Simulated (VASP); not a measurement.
## ScB2: relaxation of cell and atoms with LDA

ScB2:

```
Sc B
1.0
     3.15000    0.00000    0.00000
    -1.57500    2.72798    0.00000
     0.00000    0.00000    3.52000
Sc B
1 2
Direct
  0.00000 0.00000 0.00000
  0.33333 0.66667 0.50000
  0.66667 0.33333 0.50000
```

```
Program                : VASP 6.6.1
Task                   : relaxation of cell and atoms
Functional             : LDA
Potentials or basis    : VASP PAW LDA potentials, release 64 (Sc_sv, B)
Cutoff                 : 600 eV
k mesh                 : 9 × 9 × 6
Occupations            : gaussian, width 0.1 eV
Spin                   : no spin polarisation
Dipole correction      : no
Further INCAR settings : ALGO = Normal; EDIFF = 1e-07; IBRION = 2; EDIFFG = -0.05; NSW = 100; ISIF = 3
```

- Relaxed volume: 9.62 Å³/atom
- Relaxed cell: a = 3.098 Å, b = 3.098 Å, c = 3.473 Å, α = 90.00°, β = 90.00°, γ = 120.00°
- Space group after relaxing (to 0.05 Å): P6/mmm (No. 191)
- Energy gained by relaxing: 13.8 meV/atom
- Ionic steps: 3
- Pressure after relaxing: -0.1 GPa
- Band gap on the k mesh: none (metal or under the smearing width)

Stress tensor (GPa, compression positive):
```
 0.16  0.00  0.00
 0.00  0.16  0.00
 0.00  0.00 -0.57
```

Step by step:
```tsv
step	energy change (eV)	largest force (eV/Å)	pressure (GPa)	volume (Å³)
1	0.0000	0.0000	-9.19	30.25
2	-0.0125	0.0000	8.71	27.79
3	-0.0415	0.0000	-0.09	28.87
```

Final structure:
```yaml
crystal:
  lattice:
    - [3.09816, 0.00000, 0.00000]
    - [-1.54908, 2.68309, 0.00000]
    - [0.00000, 0.00000, 3.47336]
  atoms:
    - { symbol: Sc, position: [0.00000, 0.00000, 0.00000] }
    - { symbol: B, position: [0.33333, 0.66667, 0.50000] }
    - { symbol: B, position: [0.66667, 0.33333, 0.50000] }
```

Levels at points of the mesh, in eV from the Fermi level:
```tsv
k point	band 5	band 6	band 7	band 8	band 9	band 10	band 11	band 12
(0.00, 0.00, 0.00)	-11.56	-1.45	-0.84	-0.84	-0.43	4.31	4.31	5.08
(0.00, 0.00, 0.50)	-9.88	-5.81	0.58	0.58	2.13	2.13	2.53	2.53
```

It took 58 s on 1 thread of AMD EPYC 7R13 Processor (Zen 3), with other jobs on the host, peak memory 0.14 GiB.

Caveat: the relaxation stopped at a loose force limit of 0.05 eV/Å, so its end isn't a converged minimum. Zero-point motion and thermal expansion aren't in these numbers.
